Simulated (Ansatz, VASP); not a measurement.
## Cross-check of Mg3SiO between VASP and Ansatz

Wanted: the spread between two codes on one cell, functional and k mesh. The cell is generated by rule, not measured, and may not be a known phase. The cell is taken from a series of runs on this material, whose earlier steps may have relaxed, scaled, displaced or heated it; both programs get it as it stands.

Program: Ansatz 0.2.0. Level of theory: plane waves, with VASP 6.6.1 beside it; relaxation of cell and atoms at PBEsol. Results are calculated unless marked as measured.

The structure was built from a prototype and need not be the compound's stable phase.

## (1) Starting point

Symmetry: Pm-3m, No. 221, cubic system. Conventional cell: a = 4.189 Å, b = 4.189 Å, c = 4.189 Å, α = 90.00°, β = 90.00°, γ = 90.00°. Mg has 2 O at 2.09 Å and 8 Mg at 2.96 Å and 4 Si at 2.96 Å nearest. Nearest to Si lie 12 Mg at 2.96 Å. Nearest to O lie 6 Mg at 2.09 Å. Farther neighbours and most contacts between anions are not listed.

As a file:

```cif
data_structure
_symmetry_space_group_name_H-M 'P 1'
_symmetry_Int_Tables_number 1
_cell_length_a 4.1886
_cell_length_b 4.1886
_cell_length_c 4.1886
_cell_angle_alpha 90.000
_cell_angle_beta 90.000
_cell_angle_gamma 90.000
_cell_volume 73.48
loop_
_atom_site_label
_atom_site_type_symbol
_atom_site_fract_x
_atom_site_fract_y
_atom_site_fract_z
_atom_site_occupancy
Mg1 Mg 0.00000 0.50000 0.50000 1
Mg2 Mg 0.50000 0.00000 0.50000 1
Mg3 Mg 0.50000 0.50000 0.00000 1
Si4 Si 0.00000 0.00000 0.00000 1
O5 O 0.50000 0.50000 0.50000 1
```

## (2) VASP: relaxation of cell and atoms, PBEsol

The relaxed volume is the usual yardstick between codes: in a stiff, nearly cubic crystal its relative difference is about their pressure difference at one cell divided by the bulk modulus.

Lines of VASP's logs that name or quote its potential files are left out, and so is its time.

Contents of INCAR:

```
SYSTEM = Mg3SiO
PREC = Accurate
ENCUT = 600
EDIFF = 1E-07
NELM = 120
ISMEAR = 0
SIGMA = 0.01
LREAL = .FALSE.
ALGO = Normal
GGA = PS
NBANDS = 14
LORBIT = 11
LWAVE = .FALSE.
LCHARG = .FALSE.
ISIF = 3
IBRION = 2
NSW = 80
EDIFFG = -0.005
LASPH = .TRUE.
GGA_COMPAT = .FALSE.
NELMIN = 4
KPAR = 2
```

Contents of POSCAR:

```
Mg3SiO
1.0
    4.1885740000      0.0000000000      0.0000000000
    0.0000000000      4.1885740000      0.0000000000
    0.0000000000      0.0000000000      4.1885740000
Mg Si O
3 1 1
Direct
    0.0000000000      0.5000000000      0.5000000000
    0.5000000000      0.0000000000      0.5000000000
    0.5000000000      0.5000000000      0.0000000000
    0.0000000000      0.0000000000      0.0000000000
    0.5000000000      0.5000000000      0.5000000000
```

Contents of KPOINTS:

```
Automatic mesh
0
Gamma
8 8 8
0 0 0
```

The projector-augmented-wave data sets are Mg, Si and O (PBE family, release 64).

Command:

```
> mpirun -np 2 vasp_std
```

Numbers of over 12 decimals in the logs are rounded to 6 here.

What it wrote:

```text
[banner, memory and clock lines left out]
running    2 mpi-ranks, on    1 nodes
 distrk:  each k-point on    1 cores,    2 groups
 distr:  one band on    1 cores,    1 groups

 POSCAR found type information on POSCAR MgSiO
 POSCAR found :  3 types and       5 ions
|                                                                             |
|               ----> ADVICE to this user running VASP <----                  |
|                                                                             |
|     You enforced a specific xc type in the INCAR file but a different       |
|     [... a line on the potential file left out ...]
|     I HOPE YOU KNOW WHAT YOU ARE DOING!                                     |
|                                                                             |

 LDA part: xc-table for (Slater+PW92), standard interpolation
 POSCAR, INCAR and KPOINTS ok, starting setup
 FFT: planning ... GRIDC
 FFT: planning ... GRID_SOFT
 FFT: planning ... GRID
 WAVECAR not read
 entering main loop
       N       E                     dE             d eps       ncg     rms          rms(c)
DAV:   1     0.528800941893E+02    0.52880E+02   -0.69285E+03   980   0.105E+03
DAV:   2    -0.177910784383E+02   -0.70671E+02   -0.63877E+02  1296   0.168E+02
DAV:   3    -0.234473823056E+02   -0.56563E+01   -0.56143E+01  1286   0.505E+01
DAV:   4    -0.234928387022E+02   -0.45456E-01   -0.45451E-01  1142   0.526E+00
DAV:   5    -0.234931595662E+02   -0.32086E-03   -0.32086E-03  1286   0.457E-01    0.799E+00
DAV:   6    -0.215797589766E+02    0.19134E+01   -0.81841E+00  1196   0.222E+01    0.355E+00
DAV:   7    -0.214482833949E+02    0.13148E+00   -0.36609E-01  1108   0.570E+00    0.180E+00
DAV:   8    -0.214042454848E+02    0.44038E-01   -0.11347E-01  1274   0.244E+00    0.440E-01
DAV:   9    -0.214000991613E+02    0.41463E-02   -0.14140E-02  1190   0.101E+00    0.193E-01
DAV:  10    -0.213994251210E+02    0.67404E-03   -0.49234E-03  1244   0.565E-01    0.807E-02
DAV:  11    -0.213994404003E+02   -0.15279E-04   -0.90430E-04  1178   0.248E-01    0.517E-02
DAV:  12    -0.213993813048E+02    0.59095E-04   -0.23609E-04  1256   0.125E-01    0.870E-03
DAV:  13    -0.213993816811E+02   -0.37633E-06   -0.27309E-05  1094   0.362E-02    0.795E-03
DAV:  14    -0.213993813335E+02    0.34769E-06   -0.18752E-06  1166   0.102E-02    0.463E-03
DAV:  15    -0.213993813452E+02   -0.11717E-07   -0.24260E-07  1082   0.301E-03
   1 F= -.21399381E+02 E0= -.21399315E+02  d E =-.213994E+02
 curvature:   0.00 expect dE= 0.000E+00 dE for cont linesearch  0.000E+00
 trial: gam= 0.00000 g(F)=  0.000E+00 g(S)=  0.317E-03 ort = 0.000E+00 (trialstep = 0.100E+01)
 search vector abs. value=  0.317E-03
 bond charge predicted
       N       E                     dE             d eps       ncg     rms          rms(c)
DAV:   1    -0.214001584794E+02   -0.77715E-03   -0.10499E-02  1214   0.886E-01    0.189E-01
DAV:   2    -0.213995650734E+02    0.59341E-03   -0.33080E-03  1226   0.518E-01    0.342E-02
DAV:   3    -0.213995309318E+02    0.34142E-04   -0.20836E-04  1054   0.132E-01    0.133E-02
DAV:   4    -0.213995292955E+02    0.16363E-05   -0.44269E-05  1154   0.448E-02    0.976E-03
DAV:   5    -0.213995284179E+02    0.87764E-06   -0.86168E-06  1178   0.262E-02    0.337E-03
DAV:   6    -0.213995284237E+02   -0.57950E-08   -0.12515E-06  1082   0.100E-02    0.129E-03
DAV:   7    -0.213995285339E+02   -0.11022E-06   -0.86541E-08   538   0.253E-03    0.635E-04
DAV:   8    -0.213995285308E+02    0.30461E-08   -0.11403E-08   544   0.106E-03
   2 F= -.21399529E+02 E0= -.21399462E+02  d E =-.147186E-03
 trial-energy change:   -0.000147  1 .order   -0.000140   -0.000317    0.000037
 step:   0.9068(harm=  0.8967)  dis= 0.00000  next Energy=   -21.399530 (dE=-0.149E-03)
 reached required accuracy - stopping structural energy minimisation
```

OUTCAR, selected parts (step 2):

```text
ion  position               nearest neighbor table
   1  0.000  0.500  0.500-   5 2.09   5 2.09   4 2.96   2 2.96   3 2.96   4 2.96   2 2.96   4 2.96
                             4 2.96   2 2.96   3 2.96   3 2.96   3 2.96   2 2.96
   2  0.500  0.000  0.500-   5 2.09   5 2.09   4 2.96   1 2.96   3 2.96   4 2.96   1 2.96   3 2.96
                             3 2.96   3 2.96   1 2.96   4 2.96   4 2.96   1 2.96
   3  0.500  0.500  0.000-   5 2.09   5 2.09   4 2.96   1 2.96   1 2.96   2 2.96   2 2.96   2 2.96
                             4 2.96   2 2.96   1 2.96   4 2.96   1 2.96   4 2.96
   4  0.000  0.000  0.000-   1 2.96   2 2.96   3 2.96   1 2.96   2 2.96   1 2.96   3 2.96   1 2.96
                             2 2.96   3 2.96   2 2.96   3 2.96
   5  0.500  0.500  0.500-   1 2.09   2 2.09   3 2.09   3 2.09   2 2.09   1 2.09

  LATTYP: Found a simple cubic cell.
 ALAT       =     4.1885740000

 Subroutine GETGRP returns: Found 48 space group operations
 (whereof 48 operations were pure point group operations)

The static configuration has the point symmetry O_h .

 Found     35 irreducible k-points:

   k-points           NKPTS =     35   k-points in BZ     NKDIM =     35   number of bands    NBANDS=     14

   dimension x,y,z NGX =    36 NGY =   36 NGZ =   36
   dimension x,y,z NGXF=    72 NGYF=   72 NGZF=   72

   ENCUT  =  600.0 eV  44.10 Ry    6.64 a.u.   8.37  8.37  8.37*2*pi/ulx,y,z

   NELECT =      16.0000    total number of electrons

 k-points in reciprocal lattice and weights: Automatic mesh
   0.00000000  0.00000000  0.00000000       0.002
   0.12500000  0.00000000  0.00000000       0.012
   0.25000000  0.00000000  0.00000000       0.012
   0.37500000  0.00000000  0.00000000       0.012
   0.50000000  0.00000000  0.00000000       0.006
   0.12500000  0.12500000  0.00000000       0.023
   0.25000000  0.12500000  0.00000000       0.047
   0.37500000  0.12500000  0.00000000       0.047
   0.50000000  0.12500000  0.00000000       0.023
[...]
0.50000000  0.50000000  0.37500000       0.012
   0.50000000  0.50000000  0.50000000       0.002

 average (electrostatic) potential at core
       1 -36.3518       2 -36.3518       3 -36.3518       4 -82.7877       5 -71.3061

 E-fermi :   5.5732

 k-point     1 :       0.0000    0.0000    0.0000
  band No.  band energies     occupation
    ...
      4      -0.7837      2.00000
      5      -0.7837      2.00000
      6       5.0905      2.00000
      7       5.0905      2.00000
      8       5.0905      2.00000
      9       6.1231      0.00000
     10       6.1231      0.00000
     11       7.4159      0.00000
     12      11.2288      0.00000
     13      11.2288      0.00000
    ...

 k-point     2 :       0.1250    0.0000    0.0000
  band No.  band energies     occupation
    ...
      4      -0.7628      2.00000
      5      -0.7628      2.00000
      6       3.9889      2.00000
      7       5.0612      2.00000
      8       5.0612      2.00000
      9       6.2352      0.00000
     10       6.8254      0.00000
     11       8.2382      0.00000
     12      10.7420      0.00000
     13      10.7420      0.00000
    ...

 k-point     3 :       0.2500    0.0000    0.0000
  band No.  band energies     occupation
    ...
      4      -0.7109      2.00000
      5      -0.6553      2.00000
      6       2.6102      2.00000
      7       4.9832      2.00000
      8       4.9832      2.00000
      9       6.5507      0.00000
     10       7.5194      0.00000
     11      10.0650      0.00000
     12      10.0650      0.00000
     13      10.1200      0.00000
    ...

  Total        0.0120574      0.0120574      0.0120574      0.0000000     -0.0000000     -0.0000000
  in kB        0.2636830      0.2636830      0.2636830      0.0000000     -0.0000000     -0.0000000
  external PRESSURE =       0.2636830 kB  Pullay stress =       0.0000000 kB

  energy-cutoff  :      600.00
  volume of cell :       73.26
      direct lattice vectors                 reciprocal lattice vectors
     4.184346017  0.000000000  0.000000000     0.238985972  0.000000000 -0.000000000
    -0.000000000  4.184346017  0.000000000    -0.000000000  0.238985972  0.000000000
     0.000000000 -0.000000000  4.184346017     0.000000000  0.000000000  0.238985972

 POSITION                                       TOTAL-FORCE (eV/Angst)
 -----------------------------------------------------------------------------------
      0.00000      2.09217      2.09217         0.000000      0.000000      0.000000
      2.09217     -0.00000      2.09217         0.000000      0.000000      0.000000
      2.09217      2.09217      0.00000         0.000000      0.000000      0.000000
      0.00000      0.00000      0.00000         0.000000      0.000000      0.000000
      2.09217      2.09217      2.09217        -0.000000     -0.000000      0.000000
 -----------------------------------------------------------------------------------
    total drift:                                0.000000      0.000000      0.000000

  FREE ENERGIE OF THE ION-ELECTRON SYSTEM (eV)
  ---------------------------------------------------
  free  energy   TOTEN  =       -21.3995285308 eV

  energy  without entropy=      -21.3993962989  energy(sigma->0) =      -21.39946241

 reached required accuracy - stopping structural energy minimisation

 total charge
# of ion       s       p       d       tot
------------------------------------------
    1        0.158   0.155   0.049   0.362
    2        0.158   0.155   0.049   0.362
    3        0.158   0.155   0.049   0.362
    4        0.754   0.918   0.000   1.672
    5        1.553   3.510   0.000   5.063
--------------------------------------------------
tot          2.780   4.892   0.147   7.819

[... 3 further parts left out ...]
```

The run keeps the 48 symmetry operations of its start, so it cannot find a distortion of lower symmetry.

(Continued in part 2 of 2.)

[Lines on the potential files, build, host, timing and source positions are cut from VASP's logs without a mark.]

[Logs are printed without paths, hosts, clocks, repeated set-up lines and the standing remarks that a program may print on its own settings, such as how far it seeks lower states.]

[Hosts, paths, dates, database ids (printed as entryN), source tags and the programs' standing remarks are cut or masked in the printed files.]
